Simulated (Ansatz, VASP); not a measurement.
Given: the input of a run of VASP 6.6.1 on RbMg3.

INCAR

```
ALGO = Normal ; EDIFF = 1E-7
ENCUT = 520 ; GGA = PE
ISIF = 2 ; ISMEAR = -1
LASPH = T ; LCHARG = T
LELF = T ; LREAL = F
LVHAR = T ; LWAVE = F
NBANDS = 16 ; NELM = 100
PREC = Accurate ; SIGMA = 0.05
```

KPOINTS

```
k-points
0
Gamma
  8 5 4
```

Contents of POSCAR:

```
RbMg3
1.0
    3.3324750000      0.0000000000      0.0000000000
    0.0000000000      5.2198220000      0.0000000000
    0.0000000000      0.0000000000      7.9710500000
Rb Mg
1 3
Direct
    0.0000000000      0.0000000000      0.1333790000
    0.0000000000      0.5000000000      0.7736860000
    0.5000000000      0.5000000000      0.4398730000
    0.5000000000      0.0000000000      0.6530620000
```

Potentials or basis: VASP PAW PBE potentials, release 64 (Rb_sv, Mg).

Run with:

```console
$ cat potpaw_PBE.64/Rb_sv/POTCAR potpaw_PBE.64/Mg/POTCAR > POTCAR
$ mpirun -np 1 vasp_std > vasp.out
```

**Question.** Translate it to Ansatz 0.2.0. Potentials there: Ansatz PAW.

**Answer.** As run (the cutoff follows the program's own potentials):

File input.yaml:

```yaml
crystal:
  lattice:
    - [3.332475, 0.0, 0.0]
    - [0.0, 5.219822, 0.0]
    - [0.0, 0.0, 7.97105]
  atoms:
    - { symbol: Rb, position: [0.0, 0.0, 0.133379] }
    - { symbol: Mg, position: [0.0, 0.5, 0.773686] }
    - { symbol: Mg, position: [0.5, 0.5, 0.439873] }
    - { symbol: Mg, position: [0.5, 0.0, 0.653062] }
hamiltonian:
  xc: pbe
  pseudopotentials: { kind: paw }
kpoints:
  mp_grid: { grid: [8, 5, 4] }
scf:
  occupations: { method: fermi_dirac, width: 0.05 }
output:
  forces: true
  stress: true
  eigenvalues: true
```

Potentials or basis: Ansatz PAW.

Launch:

```sh
$ ansatz run input.yaml --threads 2 --pin off --max-ram 5120MiB --backend cpu --events-out ev --progress --plain --runs-dir out
```

Both were run:

|  | VASP | Ansatz | Ansatz less VASP |
| --- | --- | --- | --- |
| gap on the k mesh at the Fermi level (eV) | none | none | - |
| pressure (GPa) | -0.1 | 0.0 | +0.04 |
| largest component of the traceless stress (GPa) | 0.75 | 0.75 | -0.003 |
| rms of the force components (eV/Å) | 0.045 | 0.042 | -0.0029 |

Atom by atom the forces differ by 0.003 eV/Å (rms over components). A gap of «none» marks a metal or a gap that the smearing closes. The two sets of potentials don't hold the same shells in valence.
